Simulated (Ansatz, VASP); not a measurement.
One calculation of B4Ru, two programs

INCAR

```
SYSTEM = B4Ru
PREC = Accurate ; ENCUT = 600
EDIFF = 1E-6 ; ISMEAR = 0
SIGMA = 0.1 ; LREAL = .FALSE.
LASPH = .TRUE. ; NELM = 60
ALGO = Normal ; ISIF = 3
LWAVE = .FALSE. ; LCHARG = .FALSE.
GGA = PE ; IBRION = 2
NSW = 100 ; EDIFFG = -0.01
```

The input KPOINTS:

```
regular mesh
0
G
  12 12 10
  0 0 0
```

File POSCAR:

```
B4Ru
1.0
    3.5283493979      0.0000000000      0.0000000000
   -1.7641746989      3.0556402120      0.0000000000
    0.0000000000      0.0000000000      4.1184163174
B Ru
4 1
Direct
    0.5000000000      0.0000000000      0.0000000000
    0.0000000000      0.5000000000      0.0000000000
    0.5000000000      0.5000000000      0.0000000000
    0.0000000000      0.0000000000      0.0000000000
    0.0000000000      0.0000000000      0.5000000000
```

Input for Ansatz:

```yaml
crystal:
  lattice:
    - [3.5283493979, 0.0, 0.0]
    - [-1.7641746989, 3.055640212, 0.0]
    - [0.0, 0.0, 4.1184163174]
  atoms:
    - { symbol: B, position: [0.5, 0.0, 0.0] }
    - { symbol: B, position: [0.0, 0.5, 0.0] }
    - { symbol: B, position: [0.5, 0.5, 0.0] }
    - { symbol: B, position: [0.0, 0.0, 0.0] }
    - { symbol: Ru, position: [0.0, 0.0, 0.5] }
basis:
  ecutwfc: 420
kpoints:
  mp_grid: { grid: [12, 12, 10] }
hamiltonian:
  xc: pbe
scf:
  occupations: { method: gaussian, width: 0.1 }
output:
  forces: true
  stress: true
  eigenvalues: true
relax:
  adjacent_minimum: "off"
  f_tol: 0.01
  max_steps: 80
  cell: { stress_tol: 0.05 }
```

Alike in both runs: task relaxation of cell and atoms; functional PBE; k mesh 12 × 12 × 10; occupations gaussian, width 0.1 eV; no spin polarisation.

```csv
,VASP,Ansatz
version,VASP 6.6.1,Ansatz 0.2.0
potentials or method,"VASP PAW PBE potentials, release 64 (B, Ru_pv)","scalar-relativistic, plane waves, PAW"
plane-wave cutoff (eV),600,420
valence electrons in the cell,26,28
```

Ansatz gave:

| Quantity | Value |
| --- | --- |
| gap on the k mesh at the Fermi level, each at its own relaxed structure (eV) | none |
| relaxed volume (Å³/atom) | 8.87 |
| relaxed cell length with the largest relative difference (Å) | 3.534 |

Problem. What did VASP give for the same quantities?

Solution. gap on the k mesh at the Fermi level, each at its own relaxed structure (eV): none; relaxed volume (Å³/atom): 8.86; relaxed cell length with the largest relative difference (Å): 3.533.

A gap of «none» marks a metal or a gap that the smearing closes. The two sets of potentials don't hold the same shells in valence.
